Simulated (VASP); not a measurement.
Given:

```xyz
6
Lattice="1.6754 -2.9020 0.0000 1.6754 2.9020 0.0000 0.0000 0.0000 13.1081" Properties=species:S:1:pos:R:3 pbc="T T T"
Mo     1.6754     0.9673     3.2770
Mo     1.6754    -0.9673     9.8311
S      1.6754     0.9673    11.4452
S      1.6754    -0.9673     4.8911
S      1.6754    -0.9673     1.6629
S      1.6754     0.9673     8.2170
```

All values below come from vdW-DF2, VASP's PBE PAW potentials (set 64) (plane waves; VASP). Settings: 520 eV cut-off, 8×8×2 Γ-centred mesh, Gaussian smearing of 0.050 eV, potentials Mo_sv S.

### Question
The ions and cell shape at fixed volume are relaxed. Which structure does the run end with?

### Answer

```xyz
6
Lattice="1.6513 -2.8602 0.0000 1.6513 2.8602 0.0000 0.0000 0.0000 13.4940" Properties=species:S:1:pos:R:3 pbc="T T T"
Mo     1.6513     0.9534     3.3735
Mo     1.6513    -0.9534    10.1205
S      1.6513     0.9534    11.7023
S      1.6513    -0.9534     4.9553
S      1.6513    -0.9534     1.7917
S      1.6513     0.9534     8.5387
```
Space group P6_3/mmc (194), at a tolerance of 0.03 Å.

### Question
How much energy does the relaxation gain?

### Answer
The energy (σ→0) changes by -17.7 meV/atom, in 8 ionic steps.

The compound is MoS2 in the 2H layered structure. This cell is one point of a volume scan, at 1.06 of the reference volume. Symmetry was kept, so distortions that lower it aren't found.
